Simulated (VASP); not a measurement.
```yaml
crystal:
  lattice:
    - [1.69788, -5.63820, 0.00000]
    - [1.69788, 5.63820, 0.00000]
    - [0.00000, 0.00000, 4.73158]
  atoms:
    - { symbol: P, position: [0.09561, 0.90439, 0.90985] }
    - { symbol: P, position: [0.40439, 0.59561, 0.40985] }
    - { symbol: P, position: [0.59561, 0.40439, 0.59015] }
    - { symbol: P, position: [0.90439, 0.09561, 0.09015] }
```

Method: vdW-DF2, VASP's PBE PAW potentials (set 64) (plane waves; VASP). Numerical set-up: 520 eV cut-off, Gaussian smearing of 0.050 eV, potentials P.

Task: Give the energies of bands 4 to 13 at the high-symmetry points, in eV from the valence-band maximum.

Result: 
```
band      Γ      Y     C0      Z     A0      T      S      R
----  -----  -----  -----  -----  -----  -----  -----  -----
4     -5.90  -5.62  -9.08  -8.38  -9.88  -8.76  -9.74  -9.98
5     -5.22  -5.34  -5.17  -3.81  -5.38  -2.94  -4.99  -4.98
6     -4.10  -4.75  -4.80  -3.81  -5.38  -2.94  -4.99  -4.98
7     -3.59  -3.67  -3.15  -2.92  -4.22  -2.48  -3.00  -4.70
8     -2.37  -2.19  -3.12  -2.92  -4.22  -2.48  -3.00  -4.70
9     -2.32  -1.29  -2.16  -1.49  -1.45  -1.81  -2.23  -1.54
10    -1.00   0.00  -2.07  -1.49  -1.45  -1.81  -2.23  -1.54
11     0.88   0.47   0.73   1.44   1.86   1.57   0.93   1.89
12     1.51   1.35   1.31   1.44   1.86   1.57   0.93   1.89
13     2.02   2.10   1.58   2.97   3.32   2.51   1.82   3.37
```

The gap is direct, 0.47 eV, from the valence maximum at Y to the conduction minimum at Y.

Measured: gap 0.35 eV (computed value off by +0.12 eV), as given by Das et al., (2018), arXiv:1807.05623.

The compound is P in the black structure. It was relaxed first, which changed the volume by +19 %.
